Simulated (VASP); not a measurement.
```
CELL_PARAMETERS angstrom
      2.31702     0.00000     0.00000
      0.00000     2.31702     0.00000
      0.00000     0.00000     2.31702
ATOMIC_POSITIONS crystal
  Co 0.00000 0.00000 0.00000
```
Starting moments (μB, in the order of the record's atoms Co): 3.0.

The base run (VASP): PBE GGA, plane waves, VASP's PBE PAW potentials (set 64). Numerical set-up: 400 eV cut-off, 14×14×14 Γ-centred mesh, first-order Methfessel-Paxton smearing of 0.10 eV, potentials Co.

One setting is varied; ΔE counts from the base run. The base run took about 20 core-seconds. Times come from single runs on busy shared machines, so they are rough: good to a factor of about 2.

Pressures at a finite cut-off, here 400 eV, hold a Pulay part, which wasn't tested here.

```
setting                               cost over the base run  electronic steps  ΔE (meV/atom)  pressure (GPa)
------------------------------------  ----------------------  ----------------  -------------  --------------
KPOINTS 3×3×3 Monkhorst-Pack mesh                  about 1/5                13          497.9           17.69
KPOINTS 8×8×8 Monkhorst-Pack mesh                  about 1/3                14           14.6            3.58
KPOINTS 9×9×9 Monkhorst-Pack mesh                  about 1/2                13           -1.3            3.40
base run                                           reference                13            0.0            3.38
KPOINTS 15×15×15 Monkhorst-Pack mesh    within a factor of 2                14           -0.4            2.46
```

Left out are runs that failed, have no time on record or changed the cell.

The structure was generated: Co was put into the simple-cubic type (Pm-3m), which need not be its known phase. The cell was not relaxed at this level.
